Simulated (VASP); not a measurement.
Pt3Ti: transverse stress against strain

Pt3Ti (L1_2, Pm-3m, 14.805 Å³/atom and stress up to 0.03 GPa in the relaxed cell, cube axes along x, y and z) under an equal strain ε along x and y, with z held. PBEsol in VASP (plane waves, PAW), 480 eV, 12×12×12 Γ-centred mesh, Methfessel-Paxton smearing 0.10 eV; ions are relaxed, or left where forces stay under 0.02 eV/Å, within the symmetry of each cell. Stress is positive for a compressed cell.

Here s stands for strain and y for stress zz.

| strain (%) | stress zz (GPa) |
|---|---|
| -1.00 | 4.30 |
| -0.50 | 2.11 |
| 0.00 | 0.03 |
| 0.50 | -2.00 |
| 1.00 | -3.94 |
| 2.50 | ? |

Fit y of the 5 rows that show it with a straight line. Means: s 0, y 0.100. About the means, the sum of products is -10.295 and the sum of squares of s is 2.5000; the slope is their ratio. Least squares gives y = 0.100 - 4.1180·s. Residuals (row less fit): 0.082, -0.049, -0.070, -0.041, 0.078; standard error 0.085 (degrees of freedom: 3). The slope gives the elastic constant 2C12 = about 410 GPa.

Estimate the missing y (s = 2.50); what did the run itself give?

y = 0.100 - 4.1180 × 2.5 = -10.195 GPa. The calculation gives -9.15 GPa, 1.045 GPa above the prediction (7.8 % of the range of y in the table). The row lies outside the fitted rows, so this is an extrapolation. From the scatter of the fitted rows alone, a prediction at this place has a standard error of 0.164 GPa, so the miss is 6.4 times that.

A polynomial of degree 2 through the 10 other runs of the series gives -9.11 there, so most of the miss is curvature that the fit leaves out. In a metal these values are sensitive to mesh and smearing; energies are taken to zero smearing, stresses follow the free energy. The runs aren't spin-polarised. Spin-orbit coupling is left out, which can shift these values for the heavy elements here. Rows are the converged runs of the series near zero and its far end, less any whose ions stayed unrelaxed beside relaxed ones; series whose fitted rows scatter by over a few per cent of the range, as at a crossing or softening among them, aren't shown in this form. Most that stay on the fit to the last digits aren't either.
